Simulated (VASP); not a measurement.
A VASP calculation is set up with these files.

KPOINTS:
```
Automatic mesh
0
Gamma
6 6 5
0 0 0
```

### INCAR
```
SYSTEM = SiO2
PREC = Accurate
ENCUT = 620
EDIFF = 1E-6
NELM = 100
ALGO = Normal
LREAL = .FALSE.
LASPH = .TRUE.
ISMEAR = 0
SIGMA = 0.05
GGA = PS
LWAVE = .FALSE.
LCHARG = .FALSE.
IBRION = 2
ISIF = 3
NSW = 40
EDIFFG = -0.02
PSTRESS = 300
```

**POSCAR**
```
SiO2
1
    2.1236423665    -3.6782613949    -0.0000000000
    2.1236423665     3.6782613949     0.0000000000
    0.0000000000     0.0000000000     5.0812922753
Si O
3 6
Direct
  0.9999999993   0.4228319909   0.3333330000
  0.5771680100   0.5771680100   0.0000000000
  0.4228319909   0.9999999993   0.6666670000
  0.3290835785   0.3620930601   0.2512577624
  0.6379069425   0.9669905217   0.9179247624
  0.6709164184   0.0330094789   0.4154082376
  0.9669905217   0.6379069425   0.0820752376
  0.3620930601   0.3290835785   0.7487422376
  0.0330094789   0.6709164184   0.5845917624
```

POTCAR, in this order: Si O (PBE.64 set). Program: vasp_std.

Task: Write an equivalent input for Ansatz.

Result: One equivalent input (not run):
Ansatz 0.2 input:
```yaml
crystal:
  lattice:
    - [2.1236424, -3.6782614, 0.0000000]
    - [2.1236424, 3.6782614, 0.0000000]
    - [0.0000000, 0.0000000, 5.0812923]
  atoms:
    - { symbol: Si, position: [1.0000000, 0.4228320, 0.3333330] }
    - { symbol: Si, position: [0.5771680, 0.5771680, 0.0000000] }
    - { symbol: Si, position: [0.4228320, 1.0000000, 0.6666670] }
    - { symbol: O, position: [0.3290836, 0.3620931, 0.2512578] }
    - { symbol: O, position: [0.6379069, 0.9669905, 0.9179248] }
    - { symbol: O, position: [0.6709164, 0.0330095, 0.4154082] }
    - { symbol: O, position: [0.9669905, 0.6379069, 0.0820752] }
    - { symbol: O, position: [0.3620931, 0.3290836, 0.7487422] }
    - { symbol: O, position: [0.0330095, 0.6709164, 0.5845918] }
kpoints:
  mp_grid: { grid: [6, 6, 5] }
hamiltonian:
  xc: pbesol
  pseudopotentials: { kind: paw }
scf:
  occupations: { method: gaussian, width: 0.05 }
  max_iter: 100
relax:
  max_steps: 40
  f_tol: 0.02
  cell: { p_target: 30 }
output: { forces: true, stress: true, eigenvalues: true }
```
Limits of the translation: each code has its own PAW files, so the cut-off isn't converted (ENCUT is set for VASP's; basis.ecutwfc is left out, and Ansatz then takes the one that its files recommend); Ansatz stops its SCF on the density residual and VASP on the energy change (EDIFF).

The compound is SiO2 in the quartz structure. It was relaxed first under an external pressure of 30 GPa.
